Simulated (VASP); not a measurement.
Method: r2SCAN meta-GGA, VASP's PBE PAW potentials (set 64) (plane waves; VASP).

VASP ran on this input.

**POSCAR**
```
NaHF2
1
    1.7039012603     0.9837480148     4.5704440195
   -1.7039012603     0.9837480148     4.5704440195
    0.0000000000    -1.9674960294     4.5704440195
Na H F
1 1 2
Direct
  0.0000000000   0.0000000000   0.0000000000
  0.5000000000   0.5000000000   0.5000000000
  0.5829302978   0.5829302978   0.5829302978
  0.4170697022   0.4170697022   0.4170697022
```

**KPOINTS**
```
Automatic mesh
0
Gamma
7 7 7
0 0 0
```

### INCAR
```
LMIXTAU = .True.
ENCUT = 520
NSW = 60   ! most ionic steps
ISIF = 3   ! ions, shape and volume
LWAVE = .False.
EDIFF = 1E-6   ! SCF stop (eV)
NELM = 100
ISMEAR = 0   ! Gaussian
EDIFFG = -0.02   ! ionic stop
SIGMA = 0.05   ! width (eV)
LASPH = .True.
LCHARG = .False.
METAGGA = R2SCAN
PREC = Accurate
ALGO = Normal
IBRION = 2
SYSTEM = NaHF2
LREAL = .False.
```

POTCAR, in this order: Na_pv H F (PBE.64 set). Program: vasp_std.

What VASP printed:

OUTCAR:
```
 ion  position               nearest neighbor table
   1  0.000  0.000  0.000-   3 2.28   3 2.28   4 2.28   4 2.28   3 2.28   4 2.28
   2  0.500  0.500  0.500-   3 1.14   4 1.14
   3  0.583  0.583  0.583-   2 1.14   1 2.28   1 2.28   1 2.28
   4  0.417  0.417  0.417-   2 1.14   1 2.28   1 2.28   1 2.28
  LATTYP: Found a trigonal (rhomboedric) cell.
 ALAT       =     4.9759419407
 COS(alpha) =     0.7654862372
 Subroutine PRICEL returns:
 Original cell was already a primitive cell.
 Subroutine GETGRP returns: Found 12 space group operations
The static configuration has the point symmetry D_3d.
The dynamic configuration has the point symmetry D_3d.
 Subroutine INISYM returns: Found 12 space group operations
 Subroutine IBZKPT returns following result:
 Found     44 irreducible k-points:

 Following reciprocal coordinates:
            Coordinates               Weight
  0.000000  0.000000  0.000000      1.000000
  0.142857  0.000000  0.000000      6.000000
  0.285714  0.000000  0.000000      6.000000
  0.428571 -0.000000 -0.000000      6.000000
  0.142857  0.142857  0.000000      6.000000
  0.285714  0.142857  0.000000     12.000000
...
```

**OSZICAR**
```
       N       E                     dE             d eps       ncg     rms          rms(c)
DAV:   1     0.193592392577E+03    0.19359E+03   -0.13115E+04  1349   0.166E+03
DAV:   2    -0.176358352359E+02   -0.21123E+03   -0.20445E+03  1607   0.444E+02
DAV:   3    -0.292981931102E+02   -0.11662E+02   -0.11650E+02  1600   0.106E+02
DAV:   4    -0.294452393752E+02   -0.14705E+00   -0.14703E+00  1649   0.131E+01
DAV:   5    -0.294481757538E+02   -0.29364E-02   -0.29363E-02  1642   0.167E+00    0.613E+00
DAV:   6    -0.245179928706E+02    0.49302E+01   -0.19648E+00  1649   0.143E+01    0.210E+00
DAV:   7    -0.222299366969E+02    0.22881E+01   -0.78483E-01  1474   0.118E+01    0.139E+00
DAV:   8    -0.256934429073E+02   -0.34635E+01   -0.72303E-01  1355   0.944E+00    0.932E-01
DAV:   9    -0.228181313304E+02    0.28753E+01   -0.37311E-01  1320   0.569E+00    0.576E-01
DAV:  10    -0.227702345681E+02    0.47897E-01   -0.15641E-01  1341   0.474E+00    0.122E-01
DAV:  11    -0.227687518407E+02    0.14827E-02   -0.30517E-03  1908   0.657E-01    0.102E-01
DAV:  12    -0.227736223260E+02   -0.48705E-02   -0.32264E-03  1390   0.949E-01    0.177E-01
DAV:  13    -0.227805335131E+02   -0.69112E-02   -0.62843E-03  1320   0.835E-01    0.526E-02
DAV:  14    -0.227777960466E+02    0.27375E-02   -0.76760E-04  1334   0.395E-01    0.281E-02
DAV:  15    -0.227810005582E+02   -0.32045E-02   -0.68067E-04  1320   0.366E-01    0.212E-02
DAV:  16    -0.227812100618E+02   -0.20950E-03   -0.75089E-05  1334   0.125E-01    0.158E-02
DAV:  17    -0.227811915994E+02    0.18462E-04   -0.18016E-05  1397   0.551E-02    0.841E-03
DAV:  18    -0.227812159454E+02   -0.24346E-04   -0.96132E-06  1376   0.422E-02    0.198E-03
DAV:  19    -0.227812235646E+02   -0.76192E-05   -0.14346E-06  1192   0.205E-02    0.125E-03
DAV:  20    -0.227812240645E+02   -0.49983E-06   -0.28995E-07  1129   0.696E-03
   1 F= -.22781224E+02 E0= -.22781224E+02  d E =-.227812E+02
```

File OUTCAR:
```
------------------------ aborting loop because EDIFF is reached ----------------------------------------
  FORCE on cell =-STRESS in cart. coord.  units (eV):
  Direction    XX          YY          ZZ          XY          YZ          ZX
  --------------------------------------------------------------------------------------
  Total       -0.0493019     -0.0493020      0.0497563      0.0000000      0.0000000      0.0000000
  in kB       -1.7184494     -1.7184499      1.7342847      0.0000000      0.0000000      0.0000000
  external PRESSURE =      -0.5675382 kB  Pullay stress =       0.0000000 kB
  volume of cell :       45.97
      direct lattice vectors                 reciprocal lattice vectors
     1.703901260  0.983748015  4.570444020     0.293444234  0.169420079  0.072932374
    -1.703901260  0.983748015  4.570444020    -0.293444234  0.169420079  0.072932374
     0.000000000 -1.967496029  4.570444020     0.000000000 -0.338840159  0.072932374
 POSITION                                       TOTAL-FORCE (eV/Angst)
 -----------------------------------------------------------------------------------
      0.00000      0.00000      0.00000        -0.000000      0.000000      0.000000
      0.00000      0.00000      6.85567         0.000000     -0.000000     -0.000000
      0.00000      0.00000      7.99275        -0.000000      0.000000      0.019154
      0.00000      0.00000      5.71858        -0.000000     -0.000000     -0.019154
 -----------------------------------------------------------------------------------
    total drift:                               -0.000000      0.000000      0.000000
  FREE ENERGIE OF THE ION-ELECTRON SYSTEM (eV)
  ---------------------------------------------------
  free  energy   TOTEN  =       -22.7812240645 eV

  energy  without entropy=      -22.7812240645  energy(sigma->0) =      -22.78122406

 reached required accuracy - stopping structural energy minimisation
```
(Selected blocks of OUTCAR.)

The structure comes from a computed database's NaHF2 entry (R-3m); how it stands against other phases isn't given here. It was relaxed first. The start is the result of an earlier pass.
